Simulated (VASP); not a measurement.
# TiTe2: how cutoff and mesh change the relaxed cell, part 2 of 2

Aim: test the relaxed volume of TiTe2 against cutoff and mesh. The starting structure is a measured crystal structure from the Crystallography Open Database. The first relaxation on each setting starts from this cell expanded by 3 % in volume.

VASP 6.6.1.

Results so far: reference 25.37 Å³ an atom; a cutoff of 270 eV 25.15 Å³ an atom; a 6×6×3 mesh 25.42 Å³ an atom.

## Step 5: Relaxation with a cutoff of 600 eV

Level of this step: PBEsol, no spin polarisation; plane waves and PAW (Te, Ti_sv) (VASP).

Against step 2 the input has ENCUT = 600. This run starts from the cell of an earlier relaxation, which isn't shown; the restart sets up the plane waves anew.

Contents of INCAR:

```
SYSTEM = TiTe2
PREC = Accurate
ENCUT = 600
EDIFF = 1E-06
NELM = 100
ISMEAR = 1
SIGMA = 0.15
LREAL = .FALSE.
ALGO = Normal
GGA = PS
NBANDS = 18
LORBIT = 11
LWAVE = .FALSE.
LCHARG = .FALSE.
KPAR = 4
IBRION = 2
NSW = 50
ISIF = 3
EDIFFG = -0.004
```

Contents of POSCAR:

```
TiTe2
1.0
    3.6985271977      0.0000000000      0.0000000000
   -1.8492635988      3.2030185098      0.0000000000
    0.0000000000      0.0000000000      6.4296273060
Te Ti
2 1
Direct
    0.3333333333      0.6666666667      0.7321048017
    0.6666666667      0.3333333333      0.2678951983
    0.0000000000      0.0000000000      0.0000000000
```

Contents of KPOINTS:

```
Automatic mesh
0
Gamma
12 12 6
0 0 0
```

PAW data sets: Te and Ti_sv (PBE family, release 64).

Launch:

```
$ mpirun -np 4 vasp_std
```

What it wrote:

```text
[... set-up lines as in an earlier step ...]
 entering main loop
       N       E                     dE             d eps       ncg     rms          rms(c)
DAV:   1     0.188763813488E+03    0.18876E+03   -0.11810E+04  3600   0.140E+03
DAV:   2    -0.134145537579E+01   -0.19011E+03   -0.18615E+03  3746   0.331E+02
DAV:   3    -0.190245278552E+02   -0.17683E+02   -0.17175E+02  5742   0.905E+01
DAV:   4    -0.196724998819E+02   -0.64797E+00   -0.64587E+00  4580   0.161E+01
[...]
DAV:  14    -0.175389917643E+02   -0.14860E-05   -0.11762E-05  4200   0.288E-02    0.311E-02
DAV:  15    -0.175389882551E+02    0.35091E-05   -0.10312E-05  4434   0.256E-02    0.763E-03
DAV:  16    -0.175389879229E+02    0.33230E-06   -0.16361E-06  2456   0.787E-03
   1 F= -.17538988E+02 E0= -.17539469E+02  d E =-.175390E+02
[...]
reached required accuracy - stopping structural energy minimisation
```

Wall time 54 s (4 MPI ranks of AMD EPYC 7R43, shared host); peak memory 1.2 GiB; 3.5 min of CPU time.

OUTCAR, selected parts (step 5):

```text
  Total       -0.0035338     -0.0035338     -0.0099804     -0.0000000      0.0000000      0.0000000
  in kB       -0.0743332     -0.0743332     -0.2099356     -0.0000000      0.0000000      0.0000000
  external PRESSURE =      -0.1195340 kB  Pullay stress =       0.0000000 kB

 POSITION                                       TOTAL-FORCE (eV/Angst)
 -----------------------------------------------------------------------------------
     -0.00000      2.13535      4.70716        -0.000000      0.000000     -0.001397
      1.84926      1.06767      1.72247         0.000000      0.000000      0.001397
      0.00000      0.00000      0.00000         0.000000      0.000000      0.000000
 -----------------------------------------------------------------------------------
    total drift:                                0.000000     -0.000000     -0.000000

  FREE ENERGIE OF THE ION-ELECTRON SYSTEM (eV)
  ---------------------------------------------------
  free  energy   TOTEN  =       -17.5389879229 eV

  energy  without entropy=      -17.5404308049  energy(sigma->0) =      -17.53946888

[... 2 parts as in an earlier step ...]

[... 2 further parts left out ...]
[key lines of the parts left out:]
E-fermi :   7.3479
```

With a cutoff of 600 eV the cell ends at 25.389 Å³ an atom, +0.06 % from the reference; the bulk modulus is 37.5 GPa against 37.6 GPa.

## Step 6: Relaxation with a 16×16×8 mesh

Against step 2 the input has a 16×16×8 mesh. This run starts from the cell of an earlier relaxation, which isn't shown; the restart sets up the plane waves anew.

Changes to INCAR since step 5:

```diff
@@ -2,3 +2,3 @@
 PREC = Accurate
-ENCUT = 600
+ENCUT = 450
 EDIFF = 1E-06
```

Contents of POSCAR:

```
TiTe2
1.0
    3.6962239836      0.0000000000      0.0000000000
   -1.8481119918      3.2010238678      0.0000000000
    0.0000000000      0.0000000000      6.4353368020
Te Ti
2 1
Direct
    0.3333333333      0.6666666667      0.7320806953
    0.6666666667      0.3333333333      0.2679193047
    0.0000000000      0.0000000000      0.0000000000
```

Contents of KPOINTS:

```
Automatic mesh
0
Gamma
16 16 8
0 0 0
```

Launch:

```
$ mpirun -np 4 vasp_std
```

What it wrote:

```text
[... set-up lines as in an earlier step ...]
 entering main loop
       N       E                     dE             d eps       ncg     rms          rms(c)
DAV:   1     0.166191006209E+03    0.16619E+03   -0.10032E+04  7676   0.112E+03
DAV:   2    -0.464613561352E+01   -0.17084E+03   -0.16694E+03  8292   0.296E+02
DAV:   3    -0.192051693545E+02   -0.14559E+02   -0.14227E+02 11910   0.815E+01
DAV:   4    -0.196725069163E+02   -0.46734E+00   -0.46566E+00  9626   0.138E+01
[...]
DAV:  14    -0.175353007649E+02   -0.16773E-05   -0.12173E-05  8846   0.280E-02    0.302E-02
DAV:  15    -0.175352973659E+02    0.33990E-05   -0.86231E-06  9444   0.235E-02    0.108E-02
DAV:  16    -0.175352968406E+02    0.52527E-06   -0.25654E-06  6440   0.982E-03
   1 F= -.17535297E+02 E0= -.17535375E+02  d E =-.175353E+02
[...]
2 F= -.17535297E+02 E0= -.17535375E+02  d E =-.108043E-06
[...]
3 F= -.17535303E+02 E0= -.17535381E+02  d E =-.580755E-05
[...]
4 F= -.17535303E+02 E0= -.17535381E+02  d E =-.573892E-05
[...]
reached required accuracy - stopping structural energy minimisation
```

Wall time 2.6 min (4 MPI ranks); peak memory 1.3 GiB; 10 min of CPU time.

OUTCAR, selected parts (step 6):

```text
  Total        0.0014641      0.0014641      0.0083546      0.0000000      0.0000000      0.0000000
  in kB        0.0308223      0.0308223      0.1758776      0.0000000      0.0000000      0.0000000
  external PRESSURE =       0.0791741 kB  Pullay stress =       0.0000000 kB

 POSITION                                       TOTAL-FORCE (eV/Angst)
 -----------------------------------------------------------------------------------
     -0.00000      2.13368      4.71060         0.000000     -0.000000     -0.002279
      1.84782      1.06684      1.72389        -0.000000      0.000000      0.002279
      0.00000      0.00000      0.00000         0.000000      0.000000      0.000000
 -----------------------------------------------------------------------------------
    total drift:                                0.000000      0.000000     -0.000000

  FREE ENERGIE OF THE ION-ELECTRON SYSTEM (eV)
  ---------------------------------------------------
  free  energy   TOTEN  =       -17.5353025796 eV

  energy  without entropy=      -17.5355368793  energy(sigma->0) =      -17.53538068

[... 1 part as in an earlier step ...]

[... 3 further parts left out ...]
[key lines of the parts left out:]
E-fermi :   7.3664
```

With a 16×16×8 mesh the cell ends at 25.369 Å³ an atom, -0.02 % from the reference; the bulk modulus is 37.1 GPa against 37.6 GPa.

## Step 7: The runs compared

| run | volume (Å³/atom) | change (%) | bulk modulus (GPa) | pressure left (GPa) | core minutes |
| --- | --- | --- | --- | --- | --- |
| reference | 25.374 | - | 37.6 | -0.02 | 23.1 |
| a cutoff of 270 eV | 25.151 | -0.88 | 40.8 | 0.0 | 10.3 |
| a 6×6×3 mesh | 25.424 | 0.2 | 40.9 | 0.01 | 6.95 |
| a cutoff of 600 eV | 25.389 | 0.06 | 37.5 | -0.01 | 26.8 |
| a 16×16×8 mesh | 25.369 | -0.02 | 37.1 | 0.01 | 53.6 |

Core minutes are wall time times ranks, summed over the relaxations behind a row (those for a bulk modulus apart), on shared hosts.

## Step 8: Summary of results

```
volume of the reference                          : 25.37 Å³/atom
volume against the reference, a cutoff of 270 eV : -0.88 %
volume against the reference, a 6×6×3 mesh       : +0.20 %
volume against the reference, a cutoff of 600 eV : +0.06 %
volume against the reference, a 16×16×8 mesh     : -0.02 %
```

In words: The volume moves most with a cutoff of 270 eV: -0.88 % against the reference (450 eV, 12×12×6 mesh). On finer settings it changes by +0.06 % with a cutoff of 600 eV and -0.02 % with a 16×16×8 mesh. The axes move most with a 6×6×3 mesh: a by +0.7 % and c by -1.2 %, which partly cancels in the volume. The bonds form layers, and no dispersion term is on, so the spacing between them is unreliable throughout. A cell that shrinks at the lower cutoff is the usual mark of Pulay stress, the error that a plane-wave basis makes when it is kept while the volume changes. The bulk modulus is more sensitive: it changes by +8.7 % with a 6×6×3 mesh. Further runs on this material are not shown.

[Lines on the potential files, build, host, timing and source positions are cut from VASP's logs without a mark.]

[Logs are printed without paths, hosts, clocks, repeated set-up lines and the standing remarks that a program may print on its own settings, such as how far it seeks lower states.]

[Hosts, paths, dates, database ids (printed as entryN), source tags and the programs' standing remarks are cut or masked in the printed files.]
